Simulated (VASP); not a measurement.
Computed with PBE GGA, VASP's PBE PAW potentials (set 64) (plane waves; VASP).

The input files of a VASP run:

**POSCAR**
```
Zn26S27
1.0
  0.0000000000   8.1689588889   8.1689588889
  8.1689588889   0.0000000000   8.1689588889
  8.1689588889   8.1689588889   0.0000000000
Zn S
26 27
Cart
  0.0000000000   0.0000000000   0.0000000000
  2.7229835733   2.7229835733   0.0000000000
  5.4459753156   5.4459753156   0.0000000000
  2.7229835733   0.0000000000   2.7229835733
  5.4459671466   2.7229835733   2.7229835733
  8.1689588889   5.4459753156   2.7229835733
  5.4459753156   0.0000000000   5.4459753156
  8.1689588889   2.7229835733   5.4459753156
 10.8919506312   5.4459753156   5.4459753156
  0.0000000000   2.7229835733   2.7229835733
  2.7229835733   5.4459671466   2.7229835733
  5.4459753156   8.1689588889   2.7229835733
  2.7229835733   2.7229835733   5.4459671466
  5.4459671466   5.4459671466   5.4459671466
  5.4459753156   2.7229835733   8.1689588889
  8.1689588889   5.4459671466   8.1689588889
 10.8919506312   8.1689588889   8.1689588889
  0.0000000000   5.4459753156   5.4459753156
  2.7229835733   8.1689588889   5.4459753156
  5.4459753156  10.8919506312   5.4459753156
  2.7229835733   5.4459753156   8.1689588889
  5.4459671466   8.1689588889   8.1689588889
  8.1689588889  10.8919506312   8.1689588889
  5.4459753156   5.4459753156  10.8919506312
  8.1689588889   8.1689588889  10.8919506312
 10.8919506312  10.8919506312  10.8919506312
  1.3614877022   1.3614877022   1.3614877022
  4.0844794445   4.0844794445   1.3614877022
  6.8074630178   6.8074630178   1.3614877022
  4.0844794445   1.3614877022   4.0844794445
  6.8074711867   4.0844794445   4.0844794445
  9.5779654249   6.8404165979   4.1051959242
  6.8074630178   1.3614877022   6.8074630178
  9.5304547600   4.0844794445   6.8074630178
 12.2534383334   6.8074630178   6.8074630178
  1.3614877022   4.0844794445   4.0844794445
  4.0844794445   6.8074711867   4.0844794445
  6.8413723661   9.5750082618   4.1175882348
  4.0844794445   4.0844794445   6.8074711867
  6.8287840005   6.7782916656   6.8278200633
  9.5706623757   9.5485980177   6.7764373119
  6.8074630178   4.0844794445   9.5304547600
  9.5304547600   6.8074711867   9.5304547600
 12.2534383334   9.5304547600   9.5304547600
  1.3614877022   6.8074630178   6.8074630178
  4.0844794445   9.5304547600   6.8074630178
  6.8074630178  12.2534383334   6.8074630178
  4.0844794445   6.8074630178   9.5304547600
  6.8074711867   9.5304547600   9.5304547600
  9.5304547600  12.2534383334   9.5304547600
  6.8074630178   6.8074630178  12.2534383334
  9.5304547600   9.5304547600  12.2534383334
 12.2534383334  12.2534383334  12.2534383334
```

### KPOINTS
```
Automatic mesh
0
Gamma
1 1 1
0 0 0
```

INCAR:
```
SYSTEM = Zn26S27
PREC = Normal; ENCUT = 400; LREAL = Auto
LASPH = .TRUE.; ISYM = 0
EDIFF = 1E-5; NELM = 100; NELMIN = 4
ALGO = Fast; LMAXMIX = 4
ISMEAR = 0; SIGMA = 0.05
GGA = PE
IBRION = 2; NSW = 60; ISIF = 2
EDIFFG = -0.03
LWAVE = .FALSE.; LCHARG = .FALSE.
```

POTCAR, in this order: Zn S (PBE.64 set). Program: vasp_gam.

The run wrote:

### OUTCAR
```
 ion  position               nearest neighbor table
   1  0.000  0.000  0.000-  27 2.36  29 2.36  33 2.36  45 2.36
   2  0.000  0.000  0.333-  27 2.36  28 2.36  34 2.36  46 2.36
   3  0.000  0.000  0.667-  29 2.36  28 2.36  35 2.36  47 2.36
   4  0.000  0.333  0.000-  32 2.32  30 2.36  27 2.36  48 2.36
   5  0.000  0.333  0.333-  28 2.36  30 2.36  49 2.36  31 2.36
   6  0.000  0.333  0.667-  29 2.36  31 2.36  50 2.36  32 2.42
   7  0.000  0.667  0.000-  33 2.36  30 2.36  35 2.36  51 2.36
   8  0.000  0.667  0.333-  31 2.36  33 2.36  34 2.36  52 2.36
   9  0.000  0.667  0.667-  32 2.34  35 2.36  34 2.36  53 2.36
  10  0.333  0.000  0.000-  38 2.33  36 2.36  27 2.36  42 2.36
  11  0.333  0.000  0.333-  28 2.36  36 2.36  43 2.36  37 2.36
  12  0.333  0.000  0.667-  29 2.36  37 2.36  44 2.36  38 2.42
  13  0.333  0.333  0.000-  41 2.31  36 2.36  30 2.36  39 2.36
  14  0.333  0.333  0.333-  31 2.36  37 2.36  39 2.36  40 2.37
  15  0.333  0.667  0.000-  33 2.36  39 2.36  42 2.36  44 2.36
  16  0.333  0.667  0.333-  40 2.32  34 2.36  42 2.36  43 2.36
  17  0.333  0.667  0.667-  35 2.36  43 2.36  44 2.36  41 2.36
  18  0.667  0.000  0.000-  45 2.36  36 2.36  47 2.36  51 2.36
  19  0.667  0.000  0.333-  37 2.36  45 2.36  46 2.36  52 2.36
  20  0.667  0.000  0.667-  38 2.33  47 2.36  46 2.36  53 2.36
  21  0.667  0.333  0.000-  39 2.36  45 2.36  48 2.36  50 2.36
  22  0.667  0.333  0.333-  46 2.36  48 2.36  49 2.36  40 2.38
  23  0.667  0.333  0.667-  47 2.36  49 2.36  50 2.36  41 2.39
  24  0.667  0.667  0.000-  51 2.36  48 2.36  42 2.36  53 2.36
  25  0.667  0.667  0.333-  43 2.36  49 2.36  51 2.36  52 2.36
  26  0.667  0.667  0.667-  53 2.36  50 2.36  52 2.36  44 2.36
  27  0.083  0.083  0.083-   1 2.36   2 2.36   4 2.36  10 2.36
  28  0.083  0.083  0.417-   2 2.36   3 2.36   5 2.36  11 2.36
  29  0.083  0.083  0.750-   3 2.36   1 2.36   6 2.36  12 2.36
  30  0.083  0.417  0.083-   4 2.36   5 2.36   7 2.36  13 2.36
  31  0.083  0.417  0.417-   6 2.36   8 2.36  14 2.36   5 2.36
  32  0.084  0.419  0.754-   4 2.32   9 2.34   6 2.42
  33  0.083  0.750  0.083-   7 2.36   1 2.36   8 2.36  15 2.36
  34  0.083  0.750  0.417-   2 2.36   8 2.36   9 2.36  16 2.36
  35  0.083  0.750  0.750-   9 2.36   7 2.36   3 2.36  17 2.36
  36  0.417  0.083  0.083-  10 2.36  11 2.36  13 2.36  18 2.36
  37  0.417  0.083  0.417-  12 2.36  19 2.36  14 2.36  11 2.36
  38  0.419  0.085  0.753-  10 2.33  20 2.33  12 2.42
  39  0.417  0.417  0.083-  15 2.36  21 2.36  14 2.36  13 2.36
  40  0.415  0.421  0.415-  16 2.32  14 2.37  22 2.38
  41  0.413  0.416  0.755-  13 2.31  17 2.36  23 2.39
  42  0.417  0.750  0.083-  10 2.36  15 2.36  16 2.36  24 2.36
  43  0.417  0.750  0.417-  17 2.36  25 2.36  11 2.36  16 2.36
  44  0.417  0.750  0.750-  12 2.36  15 2.36  17 2.36  26 2.36
  45  0.750  0.083  0.083-  18 2.36   1 2.36  19 2.36  21 2.36
  46  0.750  0.083  0.417-   2 2.36  19 2.36  20 2.36  22 2.36
  47  0.750  0.083  0.750-  20 2.36  18 2.36   3 2.36  23 2.36
  48  0.750  0.417  0.083-   4 2.36  21 2.36  22 2.36  24 2.36
  49  0.750  0.417  0.417-  23 2.36  25 2.36   5 2.36  22 2.36
  50  0.750  0.417  0.750-   6 2.36  21 2.36  23 2.36  26 2.36
  51  0.750  0.750  0.083-  24 2.36  18 2.36   7 2.36  25 2.36
  52  0.750  0.750  0.417-   8 2.36  19 2.36  25 2.36  26 2.36
  53  0.750  0.750  0.750-  26 2.36  20 2.36  24 2.36   9 2.36
 Subroutine IBZKPT returns following result:
 Found      1 irreducible k-points:

 Following reciprocal coordinates:
            Coordinates               Weight
  0.000000  0.000000  0.000000      1.000000
   k-points           NKPTS =      1   k-points in BZ     NKDIM =      1   number of bands    NBANDS=    284
   number of dos      NEDOS =    301   number of ions     NIONS =     53
   total plane-waves  NPLWV = 216000
   dimension x,y,z NGX =    60 NGY =   60 NGZ =   60
   dimension x,y,z NGXF=   120 NGYF=  120 NGZF=  120
   ions per type =              26  27
   PREC   = normal    normal or accurate (medium, high low for compatibility)
   ISTART =      0    job   : 0-new  1-cont  2-samecut
   ICHARG =      2    charge: 1-file 2-atom 10-const
   ISPIN  =      1    spin polarized calculation?
   LNONCOLLINEAR =      F non collinear calculations
   LSORBIT =      F    spin-orbit coupling
   INIWAV =      1    electr: 0-lowe 1-rand  2-diag
   ENCUT  =  400.0 eV  29.40 Ry    5.42 a.u.  18.84 18.84 18.84*2*pi/ulx,y,z
   NELM   =    100;   NELMIN=  4; NELMDL= -5     # of ELM steps
...
```

**OSZICAR**
```
...
RMM:   8    -0.174693394228E+03   -0.39083E+00   -0.40243E+00   576   0.387E+00    0.593E+00
RMM:   9    -0.174622671072E+03    0.70723E-01   -0.95137E-01   591   0.219E+00    0.345E+00
RMM:  10    -0.174478378124E+03    0.14429E+00   -0.41670E-01   568   0.103E+00    0.216E+00
RMM:  11    -0.174433969544E+03    0.44409E-01   -0.61648E-02   568   0.565E-01    0.159E+00
RMM:  12    -0.174423870532E+03    0.10099E-01   -0.29794E-02   668   0.299E-01    0.107E+00
RMM:  13    -0.174427784488E+03   -0.39140E-02   -0.37843E-02   604   0.311E-01    0.916E-01
RMM:  14    -0.174422621534E+03    0.51630E-02   -0.10507E-02   576   0.180E-01    0.419E-01
RMM:  15    -0.174422898795E+03   -0.27726E-03   -0.82423E-03   585   0.120E-01    0.294E-01
RMM:  16    -0.174422211113E+03    0.68768E-03   -0.97467E-04   570   0.573E-02    0.135E-01
RMM:  17    -0.174422252159E+03   -0.41046E-04   -0.66902E-04   560   0.357E-02    0.881E-02
RMM:  18    -0.174422246357E+03    0.58016E-05   -0.13384E-04   573   0.315E-02    0.593E-02
RMM:  19    -0.174422210150E+03    0.36207E-04   -0.37549E-05   391   0.115E-02    0.155E-02
RMM:  20    -0.174422212831E+03   -0.26808E-05   -0.15874E-05   351   0.647E-03
   1 F= -.17442221E+03 E0= -.17438372E+03  d E =-.174422E+03
       N       E                     dE             d eps       ncg     rms          rms(c)
DAV:   1    -0.174517454929E+03   -0.95245E-01   -0.30260E+01   608   0.102E+01    0.192E+00
RMM:   2    -0.174551669493E+03   -0.34215E-01   -0.35460E-01   568   0.123E+00    0.667E-01
RMM:   3    -0.174564566756E+03   -0.12897E-01   -0.67825E-02   570   0.501E-01    0.971E-01
RMM:   4    -0.174554931261E+03    0.96355E-02   -0.16818E-02   581   0.259E-01    0.438E-01
RMM:   5    -0.174554946860E+03   -0.15599E-04   -0.40281E-03   578   0.127E-01    0.385E-01
RMM:   6    -0.174554046034E+03    0.90083E-03   -0.18092E-03   572   0.704E-02    0.161E-01
RMM:   7    -0.174554063203E+03   -0.17169E-04   -0.13032E-03   595   0.515E-02    0.848E-02
RMM:   8    -0.174554027926E+03    0.35277E-04   -0.15653E-04   529   0.268E-02    0.627E-02
RMM:   9    -0.174554006865E+03    0.21061E-04   -0.67391E-05   437   0.140E-02    0.437E-02
RMM:  10    -0.174554001215E+03    0.56502E-05   -0.13593E-04   486   0.143E-02    0.122E-02
RMM:  11    -0.174553997138E+03    0.40774E-05   -0.18558E-05   356   0.861E-03
   2 F= -.17455400E+03 E0= -.17451546E+03  d E =-.131784E+00
       N       E                     dE             d eps       ncg     rms          rms(c)
DAV:   1    -0.174565901795E+03   -0.11901E-01   -0.29665E+01   608   0.101E+01    0.198E+00
RMM:   2    -0.174599127418E+03   -0.33226E-01   -0.35356E-01   568   0.125E+00    0.617E-01
RMM:   3    -0.174608353568E+03   -0.92261E-02   -0.63525E-02   569   0.503E-01    0.740E-01
RMM:   4    -0.174603604541E+03    0.47490E-02   -0.16169E-02   588   0.259E-01    0.445E-01
RMM:   5    -0.174603205209E+03    0.39933E-03   -0.34967E-03   568   0.128E-01    0.282E-01
RMM:   6    -0.174602756766E+03    0.44844E-03   -0.13813E-03   570   0.668E-02    0.143E-01
RMM:   7    -0.174602825473E+03   -0.68707E-04   -0.10553E-03   597   0.489E-02    0.870E-02
RMM:   8    -0.174602765831E+03    0.59642E-04   -0.16062E-04   521   0.263E-02    0.474E-02
RMM:   9    -0.174602766680E+03   -0.84932E-06   -0.16370E-04   502   0.174E-02    0.312E-02
RMM:  10    -0.174602764872E+03    0.18082E-05   -0.45754E-05   409   0.112E-02
   3 F= -.17460276E+03 E0= -.17456421E+03  d E =-.180552E+00
       N       E                     dE             d eps       ncg     rms          rms(c)
DAV:   1    -0.174602780826E+03   -0.14146E-04   -0.47636E-02   596   0.406E-01    0.712E-02
RMM:   2    -0.174602830798E+03   -0.49972E-04   -0.50963E-04   568   0.465E-02    0.243E-02
RMM:   3    -0.174602843394E+03   -0.12596E-04   -0.87367E-05   476   0.190E-02    0.270E-02
RMM:   4    -0.174602837533E+03    0.58610E-05   -0.21309E-05   366   0.970E-03
   4 F= -.17460284E+03 E0= -.17456428E+03  d E =-.180625E+00
       N       E                     dE             d eps       ncg     rms          rms(c)
DAV:   1    -0.174609778910E+03   -0.69355E-02   -0.29836E+00   608   0.335E+00    0.639E-01
RMM:   2    -0.174614564255E+03   -0.47853E-02   -0.53557E-02   568   0.500E-01    0.202E-01
RMM:   3    -0.174615443910E+03   -0.87965E-03   -0.94129E-03   569   0.213E-01    0.184E-01
RMM:   4    -0.174615504966E+03   -0.61057E-04   -0.22739E-03   601   0.107E-01    0.185E-01
RMM:   5    -0.174615341606E+03    0.16336E-03   -0.49322E-04   567   0.521E-02    0.770E-02
RMM:   6    -0.174615354288E+03   -0.12682E-04   -0.34964E-04   566   0.352E-02    0.407E-02
RMM:   7    -0.174615355038E+03   -0.75019E-06   -0.53755E-05   426   0.157E-02
   5 F= -.17461536E+03 E0= -.17457679E+03  d E =-.125175E-01
       N       E                     dE             d eps       ncg     rms          rms(c)
DAV:   1    -0.174613842623E+03    0.15117E-02   -0.28964E+00   608   0.330E+00    0.644E-01
RMM:   2    -0.174618522928E+03   -0.46803E-02   -0.53131E-02   568   0.496E-01    0.207E-01
RMM:   3    -0.174619433908E+03   -0.91098E-03   -0.95592E-03   570   0.213E-01    0.183E-01
RMM:   4    -0.174619497754E+03   -0.63846E-04   -0.23220E-03   601   0.107E-01    0.183E-01
RMM:   5    -0.174619337613E+03    0.16014E-03   -0.50228E-04   567   0.525E-02    0.736E-02
RMM:   6    -0.174619354643E+03   -0.17030E-04   -0.33538E-04   564   0.350E-02    0.405E-02
RMM:   7    -0.174619354835E+03   -0.19249E-06   -0.52840E-05   424   0.158E-02
   6 F= -.17461935E+03 E0= -.17458079E+03  d E =-.165173E-01
       N       E                     dE             d eps       ncg     rms          rms(c)
DAV:   1    -0.174620561108E+03   -0.12065E-02   -0.59869E-01   608   0.148E+00    0.245E-01
RMM:   2    -0.174621482057E+03   -0.92095E-03   -0.10640E-02   568   0.200E-01    0.701E-02
RMM:   3    -0.174621671299E+03   -0.18924E-03   -0.18925E-03   568   0.855E-02    0.813E-02
RMM:   4    -0.174621686204E+03   -0.14905E-04   -0.47640E-04   601   0.420E-02    0.834E-02
RMM:   5    -0.174621650172E+03    0.36031E-04   -0.93701E-05   475   0.204E-02    0.365E-02
RMM:   6    -0.174621661501E+03   -0.11329E-04   -0.14630E-04   448   0.148E-02    0.252E-02
RMM:   7    -0.174621656278E+03    0.52234E-05   -0.94504E-06   336   0.721E-03
   7 F= -.17462166E+03 E0= -.17458309E+03  d E =-.230144E-02
       N       E                     dE             d eps       ncg     rms          rms(c)
DAV:   1    -0.174620898638E+03    0.76286E-03   -0.10086E+00   592   0.192E+00    0.323E-01
RMM:   2    -0.174622473469E+03   -0.15748E-02   -0.18166E-02   568   0.261E-01    0.914E-02
RMM:   3    -0.174622799268E+03   -0.32580E-03   -0.32807E-03   569   0.112E-01    0.107E-01
RMM:   4    -0.174622820164E+03   -0.20896E-04   -0.74068E-04   602   0.541E-02    0.106E-01
RMM:   5    -0.174622760723E+03    0.59441E-04   -0.16237E-04   537   0.268E-02    0.454E-02
RMM:   6    -0.174622779061E+03   -0.18338E-04   -0.23191E-04   492   0.191E-02    0.312E-02
RMM:   7    -0.174622769736E+03    0.93250E-05   -0.15126E-05   351   0.921E-03
   8 F= -.17462277E+03 E0= -.17458421E+03  d E =-.341490E-02
       N       E                     dE             d eps       ncg     rms          rms(c)
DAV:   1    -0.174622750129E+03    0.28932E-04   -0.48467E-01   600   0.126E+00    0.270E-01
RMM:   2    -0.174623865172E+03   -0.11150E-02   -0.12634E-02   568   0.212E-01    0.753E-02
RMM:   3    -0.174624081673E+03   -0.21650E-03   -0.22952E-03   571   0.910E-02    0.937E-02
RMM:   4    -0.174624083205E+03   -0.15322E-05   -0.49692E-04   597   0.445E-02    0.879E-02
RMM:   5    -0.174624043278E+03    0.39927E-04   -0.10705E-04   476   0.214E-02    0.387E-02
RMM:   6    -0.174624050054E+03   -0.67759E-05   -0.13732E-04   437   0.155E-02    0.198E-02
RMM:   7    -0.174624047118E+03    0.29360E-05   -0.90339E-06   339   0.689E-03
   9 F= -.17462405E+03 E0= -.17458548E+03  d E =-.127738E-02
```

OUTCAR:
```
------------------------ aborting loop because EDIFF is reached ----------------------------------------
  FORCE on cell =-STRESS in cart. coord.  units (eV):
  Direction    XX          YY          ZZ          XY          YZ          ZX
  --------------------------------------------------------------------------------------
  Total        3.6627178      3.6619352      3.6547967      0.0033282      0.0084081      0.0052307
  in kB        5.3824984      5.3813484      5.3708581      0.0048909      0.0123560      0.0076867
  external PRESSURE =       5.3782350 kB  Pullay stress =       0.0000000 kB
  volume of cell :     1090.26
      direct lattice vectors                 reciprocal lattice vectors
     0.000000000  8.168958889  8.168958889    -0.061207310  0.061207310  0.061207310
     8.168958889  0.000000000  8.168958889     0.061207310 -0.061207310  0.061207310
     8.168958889  8.168958889  0.000000000     0.061207310  0.061207310 -0.061207310
  FREE ENERGIE OF THE ION-ELECTRON SYSTEM (eV)
  ---------------------------------------------------
  free  energy   TOTEN  =      -174.6240471183 eV

  energy  without entropy=     -174.5469179859  energy(sigma->0) =     -174.58548255

 reached required accuracy - stopping structural energy minimisation
```
(Selected blocks of OUTCAR.)

File CONTCAR:
```
Zn26S27
   1.00000000000000
     0.0000000000000000    8.1689588889000007    8.1689588889000007
     8.1689588889000007    0.0000000000000000    8.1689588889000007
     8.1689588889000007    8.1689588889000007    0.0000000000000000
  Zn              S
    26    27
Direct
     0.0008768373553111    0.0008812972981339    0.9991667012696466
     0.9995444626248086    0.9999825287856098    0.3332505444355774
     0.0000237621831628    0.0002176566150994    0.6673300456703395
     0.0014007140826796    0.3354565159707846    0.9947219538942526
     0.9994838907487092    0.3339302631021797    0.3338154365209863
     0.0017479377589947    0.3356906794572871    0.6691971200266664
     0.0007645840333093    0.6659013189852520    0.9992717092248876
     0.0008166337661741    0.6658444936205724    0.3342313510742010
     0.0014986067491734    0.6611824151296097    0.6688790887522654
     0.3354189522015196    0.0017032118992374    0.9944652492960703
     0.3339179923416768    0.9998120684762772    0.3337342027085963
     0.3357045073393790    0.0019424343352044    0.6691257085966577
     0.3351419790267410    0.3352522824653036    0.9951342496003444
     0.3353278682536079    0.3355288629459546    0.3351360059728295
     0.3341938352979817    0.6665105790160643    0.9996121823725070
     0.3351574950795781    0.6616305292269682    0.3347035047690794
     0.3353511375148756    0.6611070699856229    0.6690859351913415
     0.6658486402440275    0.0008429169059124    0.9992241377880863
     0.6657811860345921    0.0009185731080944    0.3342266280039094
     0.6611493178580801    0.0015929558134327    0.6688437446401181
     0.6664432224212997    0.3342383320308175    0.9996565976901247
     0.6606610287502324    0.3356012298197237    0.3350460778388504
     0.6606352048516286    0.3355541461571651    0.6691652129579386
     0.6663959330545860    0.6663991249592260    0.9997193792433972
     0.6658300287219948    0.6658544042537168    0.3341973518162649
     0.6663323900393554    0.6663668062796788    0.6676194369063063
     0.0837550243122579    0.0838124522614994    0.0831614088947528
     0.0833002800809500    0.0834012580498194    0.4168215978193250
     0.0840767918456511    0.0840753321260530    0.7494103829737633
     0.0834792959420910    0.4160150763082666    0.0837434638553009
     0.0836821524816087    0.4160288484936837    0.4175460264059227
     0.0823304273331305    0.4172983260713674    0.7508281099629782
     0.0835415141370057    0.7500132409378666    0.0833171775954511
     0.0835670811157109    0.7499573505898769    0.4172072959146804
     0.0836971538479452    0.7501694501754252    0.7494205289563101
     0.4159983775145911    0.0836396219541545    0.0836401990978319
     0.4160092920951061    0.0839369448035555    0.4175051139147312
     0.4172767776000801    0.0828237503330458    0.7505539430201705
     0.4165159689792285    0.4165531673483466    0.0837769814708779
     0.4168315363482455    0.4176282717129186    0.4153341059994050
     0.4168478738482090    0.4172809190988964    0.7511062618097109
     0.4164618266488729    0.7503663056081298    0.0834036262562622
     0.4160016476473523    0.7497809317002530    0.4173877025086684
     0.4164694397410493    0.7506289201965064    0.7497717955812080
     0.7499821386585099    0.0835804707627297    0.0833217929920874
     0.7495500328483261    0.0839585890410857    0.4172063437173416
     0.7499790813288969    0.0838968280964499    0.7493827777633209
     0.7500687864216302    0.4164782023680832    0.0836737064487707
     0.7494619557324659    0.4160594110120925    0.4174850870073100
     0.7503954715923591    0.4165061301941734    0.7498258159831533
     0.7498739476673163    0.7499218819905791    0.0833862699160061
     0.7498742736651336    0.7499726959048669    0.4169366466764727
     0.7501507022328072    0.7502609262173477    0.7497962811969437
```

The supercell is sampled at Γ alone, which is coarse: total energies, pressure and levels can be off, energies of defects by several tenths of an eV.

The cell is a supercell with a defect, built from a database entry that may be metastable or hypothetical: vac_Zn. The run is not spin-polarised, so no state with unpaired spins was tried.
